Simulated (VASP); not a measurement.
**ZnO (zincite): the relaxed cell at several levels**

Which functional gives the lattice of ZnO (zincite) as experiment finds it, and is a dearer one worth its cost? The levels: LDA, PBE, r2SCAN, PBE + D3(BJ), r2SCAN + rVV10, PBE + D4, PBE + TS and rev-vdW-DF2. LASPH is on for some levels and off for others; the table marks which. The start is a cell from a database of measured crystal structures.

Method: LDA; plane waves and PAW (Zn, O), in the first sound run; inputs show where later runs differ, in VASP 6.6.1.

Experimental background.

“Local structures of polar wurtzites Zn1-xMgxO studied by Raman and 67Zn/25Mg NMR spectroscopies and by total neutron scattering” (2008, arxiv:0808.0492) reports for ZnO, wurtzite, by time-of-flight neutron powder diffraction (polycrystalline, from oxalate precursor, 298 K): lattice constant a (a, Rietveld) 3.24945 ± 1e-05 Å; lattice constant c (c, Rietveld) 5.20574 ± 3e-05 Å.

This is a report of a sequence of runs, with most program output left out.

## Step 1: The starting structure

Before any relaxation, the start is as follows. It takes space group P6_3mc (No. 186, hexagonal). The conventional cell has a = 3.249 Å, b = 3.249 Å, c = 5.206 Å, α = 90.00°, β = 90.00°, γ = 120.00°. Nearest to Zn lie 4 O at 1.97 to 1.98 Å. Nearest to O lie 4 Zn at 1.97 to 1.98 Å. Farther neighbours and most contacts between anions are not listed.

Coordinates:

```cif
data_structure
_symmetry_space_group_name_H-M 'P 1'
_symmetry_Int_Tables_number 1
_cell_length_a 3.2493
_cell_length_b 3.2493
_cell_length_c 5.2057
_cell_angle_alpha 90.000
_cell_angle_beta 90.000
_cell_angle_gamma 120.000
_cell_volume 47.60
loop_
_atom_site_label
_atom_site_type_symbol
_atom_site_fract_x
_atom_site_fract_y
_atom_site_fract_z
_atom_site_occupancy
Zn1 Zn 0.33333 0.66667 0.50000 1
Zn2 Zn 0.66667 0.33333 0.00000 1
O3 O 0.66667 0.33333 0.37901 1
O4 O 0.33333 0.66667 0.87901 1
```

## Step 2: Relaxation with LDA

Properties are meant for the cell that this level of theory prefers, so cell and atoms are relaxed first (ISIF = 3) until forces and stress are small; EDIFFG sets the threshold. LDA, the lowest rung, knows the local density alone.

INCAR

```
SYSTEM = ZnO
PREC = Accurate
ENCUT = 560
EDIFF = 1E-06
NELM = 100
ISMEAR = -1
SIGMA = 0.05
LREAL = .FALSE.
ALGO = Normal
GGA = CA
NBANDS = 24
LORBIT = 11
LWAVE = .FALSE.
LCHARG = .FALSE.
KPAR = 4
IBRION = 2
NSW = 60
ISIF = 3
EDIFFG = -0.01
```

POSCAR

```
ZnO
1.0
    3.2493080000      0.0000000000      0.0000000000
   -1.6246540000      2.8139832727      0.0000000000
    0.0000000000      0.0000000000      5.2057090000
Zn O
2 2
Direct
    0.3333333333      0.6666666667      0.5000000000
    0.6666666667      0.3333333333      0.0000000000
    0.6666666667      0.3333333333      0.3790100000
    0.3333333333      0.6666666667      0.8790100000
```

KPOINTS

```
Automatic mesh
0
Gamma
8 8 5
0 0 0
```

Potentials, in the order of the species: Zn and O (PBE family, release 64).

Launch:

```sh
$ mpirun -np 4 vasp_std
```

It took 26 s on 4 MPI ranks of Intel Xeon Platinum 8488C (Sapphire Rapids), shared host; peak memory 0.7 GiB; 100 s of CPU time.

The gap is read on the k-mesh alone, so it is an upper bound where the band edges lie off the mesh. The PAW data sets were made with PBE, though LDA sets exist; this is a small mismatch. The run keeps the 12 symmetry operations of its start, so it cannot find a distortion of lower symmetry.

The steps of the relaxation:

```
step  energy less that of the first step (eV)  largest force (eV/Å)  pressure (GPa)  volume (Å³)
   1                                   0.0000                0.0558           -5.95        47.60
   2                                  -0.0232                0.0415            4.16        44.62
   3                                  -0.0371                0.0025            0.04        45.71
   4                                  -0.0372                0.0191           -0.16        45.73
   5                                  -0.0372                0.0202           -0.03        45.73
   6                                  -0.0373                0.0155            0.02        45.72
   7                                  -0.0374                0.0002            0.06        45.70
```

```
conventional cell, symmetrised  before  after  change
                         a (Å)   3.249  3.196  -1.7 %
                         b (Å)   3.249  3.196  -1.7 %
                         c (Å)   5.206  5.167  -0.7 %
              volume (Å³/atom)   11.90  11.42  -4.0 %
```

The relaxed structure:

```xyz
4
Lattice="3.1956 0.0000 0.0000 -1.5978 2.7675 0.0000 0.0000 0.0000 5.1669" Properties=species:S:1:pos:R:3 pbc="T T T"
Zn    0.0000    1.8450    2.5851
Zn    1.5978    0.9225    0.0017
O     1.5978    0.9225    1.9567
O     0.0000    1.8450    4.5401
```

This step gave:

```
electrons                       : 36
bands                           : 24
irreducible k-points            : 30
symmetry operations             : 12
free energy (TOTEN)             : -21.23 eV
Fermi energy                    : 1.588 eV
pressure                        : 0.05912 GPa
metallic                        : no
valence top at k                : 0, 0, 0
conduction bottom at k          : 0, 0, 0
least direct gap at k           : 0, 0, 0
SCF cycles over all ionic steps : 50
gap on the k-mesh               : 0.7875 eV
least direct gap on the k-mesh  : 0.7875 eV
```

It ends with forces under 0.001 eV/Å and a pressure of 0.06 GPa. The volume lies -4.0 % from that of the database's start, which holds the thermal and zero-point expansion of its experiment. LDA is known to overbind. The conventional cell has a = 3.196 and c = 5.167 Å.

## Step 3: Relaxation with PBE

This step: PBE; plane waves and PAW (Zn, O) (VASP 6.6.1).

PBE, the usual starting point, adds the gradient of the density.

Edit INCAR of step 2 so:

```diff
@@ -9,3 +9,3 @@
 ALGO = Normal
-GGA = CA
+GGA = PE
 NBANDS = 24
```

POSCAR is that of step 2.

KPOINTS is that of step 2.

Launch:

```sh
$ mpirun -np 4 vasp_std
```

Elapsed: 31 s, on 4 MPI ranks; peak memory 0.78 GiB; 2 min of CPU time.

The steps of the relaxation:

```
step  energy less that of the first step (eV)  largest force (eV/Å)  pressure (GPa)  volume (Å³)
   1                                   0.0000                0.0749            5.92        47.60
   2                                  -0.0297                0.0291           -2.54        50.69
   3                                  -0.0380                0.0035           -0.03        49.67
   4                                  -0.0380                0.0022            0.05        49.63
   5                                  -0.0381                0.0104            0.18        49.62
   6                                  -0.0381                0.0135            0.09        49.61
   7                                  -0.0381                0.0083            0.04        49.66
```

```
conventional cell, symmetrised  before  after  change
                         a (Å)   3.249  3.289  +1.2 %
                         b (Å)   3.249  3.289  +1.2 %
                         c (Å)   5.206  5.302  +1.9 %
              volume (Å³/atom)   11.90  12.41  +4.3 %
```

The relaxed structure:

```xyz
4
Lattice="3.2885 0.0000 0.0000 -1.6443 2.8479 0.0000 0.0000 0.0000 5.3024" Properties=species:S:1:pos:R:3 pbc="T T T"
Zn    0.0000    1.8986    2.6497
Zn    1.6443    0.9493   -0.0015
O     1.6443    0.9493    2.0112
O     0.0000    1.8986    4.6624
```

Numbers from this step:

```yaml
free_energy_toten: -17.86 eV
fermi_energy: 1.230 eV
pressure: 0.04166 GPa
gap_on_the_k_mesh: 0.7167 eV
least_direct_gap_on_the_k_mesh: 0.7167 eV
```

It ends at 12.41 Å³/atom, +4.3 % from the start, with 0.04 GPa left. The conventional cell has a = 3.289 and c = 5.302 Å.

## Step 4: Relaxation with r2SCAN

This step: r2SCAN; plane waves and PAW (Zn, O) (VASP 6.6.1).

r2SCAN adds the kinetic-energy density, costs more than a GGA and is run with LASPH.

Edit INCAR of step 3 so:

```diff
@@ -9,3 +9,4 @@
 ALGO = Normal
-GGA = PE
+METAGGA = R2SCAN
+LASPH = .TRUE.
 NBANDS = 24
```

POSCAR is that of step 3.

KPOINTS is that of step 3.

Launch:

```sh
$ mpirun -np 4 vasp_std
```

The job ended after 62 s (4 MPI ranks; peak memory 0.78 GiB; 4 min of CPU time).

The PAW data sets were made with PBE, which is usual practice but a small mismatch for other functionals.

The steps of the relaxation:

```
step  energy less that of the first step (eV)  largest force (eV/Å)  pressure (GPa)  volume (Å³)
   1                                   0.0000                0.0835           -0.21        47.60
   2                                  -0.0013                0.0380            0.09        47.49
   3                                  -0.0014                0.0081           -0.01        47.52
```

```
conventional cell, symmetrised  before  after  change
                         a (Å)   3.249  3.242  -0.2 %
                         b (Å)   3.249  3.242  -0.2 %
                         c (Å)   5.206  5.219  +0.3 %
              volume (Å³/atom)   11.90  11.88  -0.2 %
```

The relaxed structure:

```xyz
4
Lattice="3.2424 0.0000 0.0000 -1.6212 2.8080 0.0000 0.0000 0.0000 5.2190" Properties=species:S:1:pos:R:3 pbc="T T T"
Zn    0.0000    1.8720    2.6064
Zn    1.6212    0.9360   -0.0031
O     1.6212    0.9360    1.9811
O     0.0000    1.8720    4.5907
```

It ends at 11.88 Å³/atom, -0.2 % from the start, with -0.01 GPa left. The conventional cell has a = 3.242 and c = 5.219 Å.

## Step 5: Relaxation with PBE + D3(BJ)

This step: PBE with D3(BJ); plane waves and PAW (Zn, O) (VASP 6.6.1).

A dispersion term adds the long-range attraction that semilocal functionals lack. D3 with Becke-Johnson damping keeps a finite attraction at short range.

Edit INCAR of step 4 so:

```diff
@@ -9,4 +9,4 @@
 ALGO = Normal
-METAGGA = R2SCAN
-LASPH = .TRUE.
+GGA = PE
+IVDW = 12
 NBANDS = 24
```

POSCAR is that of step 4.

KPOINTS is that of step 4.

Launch:

```sh
$ mpirun -np 4 vasp_std
```

Run time: 34 s. Hardware: 4 MPI ranks; peak memory 0.81 GiB.

Step by step:

```
step  energy less that of the first step (eV)  largest force (eV/Å)  pressure (GPa)  volume (Å³)
   1                                   0.0000                0.0732            2.84        47.60
   2                                  -0.0077                0.0364           -1.27        49.06
   3                                  -0.0099                0.0065           -0.12        48.59
   4                                  -0.0098                0.0045           -0.03        48.57
   5                                  -0.0099                0.0119            0.08        48.55
   6                                  -0.0099                0.0166            0.10        48.55
   7                                  -0.0099                0.0143            0.06        48.57
   8                                  -0.0100                0.0103           -0.04        48.61
   9                                  -0.0100                0.0013           -0.05        48.60
```

```
conventional cell, symmetrised  before  after  change
                         a (Å)   3.249  3.263  +0.4 %
                         b (Å)   3.249  3.263  +0.4 %
                         c (Å)   5.206  5.269  +1.2 %
              volume (Å³/atom)   11.90  12.15  +2.1 %
```

Final coordinates:

```cif
data_structure
_symmetry_space_group_name_H-M 'P 1'
_symmetry_Int_Tables_number 1
_cell_length_a 3.2634
_cell_length_b 3.2634
_cell_length_c 5.2691
_cell_angle_alpha 90.000
_cell_angle_beta 90.000
_cell_angle_gamma 120.000
_cell_volume 48.60
loop_
_atom_site_label
_atom_site_type_symbol
_atom_site_fract_x
_atom_site_fract_y
_atom_site_fract_z
_atom_site_occupancy
Zn1 Zn 0.33333 0.66667 0.50004 1
Zn2 Zn 0.66667 0.33333 0.00004 1
O3 O 0.66667 0.33333 0.37897 1
O4 O 0.33333 0.66667 0.87897 1
```

It ends at 12.15 Å³/atom, +2.1 % from the start, with -0.05 GPa left. The conventional cell has a = 3.263 and c = 5.269 Å. Against plain PBE, the dispersion term moves a by -0.8 % and c by -0.6 %.

## Step 6: Relaxation with r2SCAN + rVV10

This step: r2SCAN with rVV10; plane waves and PAW (Zn, O) (VASP 6.6.1).

LUSE_VDW switches on a nonlocal correlation term for dispersion.

Edit INCAR of step 5 so:

```diff
@@ -9,4 +9,8 @@
 ALGO = Normal
-GGA = PE
-IVDW = 12
+METAGGA = R2SCAN
+LUSE_VDW = .TRUE.
+IVDW_NL = 2
+BPARAM = 11.95
+CPARAM = 0.0093
+LASPH = .TRUE.
 NBANDS = 24
```

POSCAR is that of step 5.

KPOINTS is that of step 5.

Launch:

```sh
$ mpirun -np 4 vasp_std
```

Wall time 4.8 min (4 MPI ranks); peak memory 1.3 GiB.

It ends at 11.78 Å³/atom, -1.0 % from the start, with 0.09 GPa left. The conventional cell has a = 3.232 and c = 5.205 Å. Against plain r2SCAN, the dispersion term moves a by -0.3 % and c by -0.3 %.

## Step 7: Relaxation with PBE + D4

This step: PBE with D4; plane waves and PAW (Zn, O) (VASP 6.6.1).

D4 lets the coefficients depend on atomic charges too.

Edit INCAR of step 6 so:

```diff
@@ -9,8 +9,4 @@
 ALGO = Normal
-METAGGA = R2SCAN
-LUSE_VDW = .TRUE.
-IVDW_NL = 2
-BPARAM = 11.95
-CPARAM = 0.0093
-LASPH = .TRUE.
+GGA = PE
+IVDW = 13
 NBANDS = 24
```

POSCAR is that of step 6.

KPOINTS is that of step 6.

Launch:

```sh
$ mpirun -np 4 vasp_std
```

It took 36 s on 4 MPI ranks; peak memory 0.8 GiB; 2.3 min of CPU time.

It ends at 12.12 Å³/atom, +1.9 % from the start, with -0.04 GPa left. The conventional cell has a = 3.260 and c = 5.267 Å. Against plain PBE, the dispersion term moves a by -0.9 % and c by -0.7 %.

## Step 8: Relaxation with PBE + TS

This step: PBE with TS; plane waves and PAW (Zn, O) (VASP 6.6.1).

The Tkatchenko-Scheffler scheme scales free-atom polarisabilities by Hirshfeld volumes.

Edit INCAR of step 7 so:

```diff
@@ -10,3 +10,3 @@
 GGA = PE
-IVDW = 13
+IVDW = 20
 NBANDS = 24
```

POSCAR is that of step 7.

KPOINTS is that of step 7.

Launch:

```sh
$ mpirun -np 4 vasp_std
```

Run time: 50 s. Hardware: 4 MPI ranks; peak memory 0.81 GiB.

It ends at 12.18 Å³/atom, +2.4 % from the start, with 0.05 GPa left. The conventional cell has a = 3.260 and c = 5.293 Å. Against plain PBE, the dispersion term moves a by -0.9 % and c by -0.2 %.

## Step 9: Relaxation with rev-vdW-DF2

This step: rev-vdW-DF2; plane waves and PAW (Zn, O) (VASP 6.6.1).

rev-vdW-DF2 revises the exchange of vdW-DF2 for solids.

Edit INCAR of step 8 so:

```diff
@@ -9,4 +9,9 @@
 ALGO = Normal
-GGA = PE
-IVDW = 20
+GGA = MK
+AGGAC = 0
+LUSE_VDW = .TRUE.
+PARAM1 = 0.1234
+PARAM2 = 0.711357
+ZAB_VDW = -1.8867
+LASPH = .TRUE.
 NBANDS = 24
```

POSCAR is that of step 8.

KPOINTS is that of step 8.

Launch:

```sh
$ mpirun -np 4 vasp_std
```

Run time: 4 min. Hardware: 4 MPI ranks; peak memory 1.6 GiB; 16 min of CPU time.

It ends at 12.14 Å³/atom, +2.0 % from the start, with -0.07 GPa left. The conventional cell has a = 3.261 and c = 5.272 Å.

## Step 10: The cells as a table

This step: relaxed cells at several levels; plane waves and PAW (VASP 6.6.1).

No new run; the numbers come from the runs before.

Lengths are those of the conventional cell; cost is the wall time of each run, as given at its step, times its ranks, without the set-up around it; LASPH differs between rows, which moves results and costs too. Results by level, by row:

```
         level  volume (Å³/atom)  change from the start (%)  a (Å)  c (Å)  cost (core minutes)  LASPH
           LDA             11.42                         -4  3.196  5.167                 1.73    off
           PBE             12.41                        4.3  3.289  5.302                 2.07    off
        r2SCAN             11.88                       -0.2  3.242  5.219                 4.13     on
  PBE + D3(BJ)             12.15                        2.1  3.263  5.269                 2.27    off
r2SCAN + rVV10             11.78                         -1  3.232  5.205                 19.3     on
      PBE + D4             12.12                        1.9   3.26  5.267                  2.4    off
      PBE + TS             12.18                        2.4   3.26  5.293                 3.33    off
   rev-vdW-DF2             12.14                          2  3.261  5.272                 15.8     on
```

## Step 11: Summary of results

```json
{
  "volume, LDA": "11.42 Å³/atom",
  "volume, PBE": "12.41 Å³/atom",
  "volume, r2SCAN": "11.88 Å³/atom",
  "volume, PBE + D3(BJ)": "12.15 Å³/atom",
  "volume, r2SCAN + rVV10": "11.78 Å³/atom",
  "volume, PBE + D4": "12.12 Å³/atom",
  "volume, PBE + TS": "12.18 Å³/atom",
  "volume, rev-vdW-DF2": "12.14 Å³/atom"
}
```

What this shows: For ZnO (zincite) the levels give volumes between 11.42 Å³/atom (LDA) and 12.41 Å³/atom (PBE), a spread of 8.7 %, while the cost of the finished runs spans a factor of 11. Within 1 % of experiment on every length: r2SCAN and r2SCAN + rVV10. The nearest is r2SCAN. Thermal and zero-point expansion, often some tenths of a per cent in length, bear on this order: with the measured lengths lowered by an assumed 0.4 % the nearest becomes r2SCAN + rVV10. The costs hold the number of ionic steps as well as the price of the functional. The closing table has room for seven levels; rev-vdW-DF2 stands in the table of levels alone. Adding D3(BJ) to PBE changes the volume by -2.1 % (a by -0.8 % and c by -0.6 %). Adding rVV10 to r2SCAN changes the volume by -0.9 % (a by -0.3 % and c by -0.3 %). Adding D4 to PBE changes the volume by -2.4 % (a by -0.9 % and c by -0.7 %). Within 0.02 Å all end in space group P6_3mc; the runs can't lower the symmetry of the start. LASPH is on for some levels and off for others, so differences between them are not the functional's alone. Each is a single relaxation on the plane waves of the start cell, so larger changes of volume carry a basis-set error that was not tested here.

Comparison with the measured values:

| quantity | measured | LDA | PBE | r2SCAN | PBE + D3(BJ) | r2SCAN + rVV10 | PBE + D4 | PBE + TS |
| --- | --- | --- | --- | --- | --- | --- | --- | --- |
| lattice constant a (Å) | 3.24945 | 3.196 (-1.7 %) | 3.289 (+1.2 %) | 3.242 (-0.2 %) | 3.263 (+0.4 %) | 3.232 (-0.5 %) | 3.260 (+0.3 %) | 3.260 (+0.3 %) |
| lattice constant c (Å) | 5.20574 | 5.167 (-0.7 %) | 5.302 (+1.9 %) | 5.219 (+0.3 %) | 5.269 (+1.2 %) | 5.205 (-0.0 %) | 5.267 (+1.2 %) | 5.293 (+1.7 %) |

Measured values from arxiv:0808.0492 (2008).

**Verdict.** For the lattice constant a, of the levels listed nearest comes r2SCAN (-0.2 %, good agreement) and farthest LDA (-1.7 %, a clear miss). For the lattice constant c, of the levels listed nearest comes r2SCAN + rVV10 (-0.0 %, good agreement) and farthest PBE (+1.9 %, fair agreement). The grades are ours: good and fair within 0.7 and 1.5 % for the lattice constant a and 0.8 and 2 % for the lattice constant c. Zero-point motion and thermal expansion (measured at up to 298 K) are not in the computed lattice constants.

[Lines on the potential files, build, host, timing and source positions are cut from VASP's logs without a mark.]

[Logs are printed without paths, hosts, clocks, repeated set-up lines and the standing remarks that a program may print on its own settings, such as how far it seeks lower states.]

[Hosts, paths, dates, database ids (printed as entryN), source tags and the programs' standing remarks are cut or masked in the printed files.]

[A measured line is paired with the nearest computed mode of its activity, which favours agreement.]
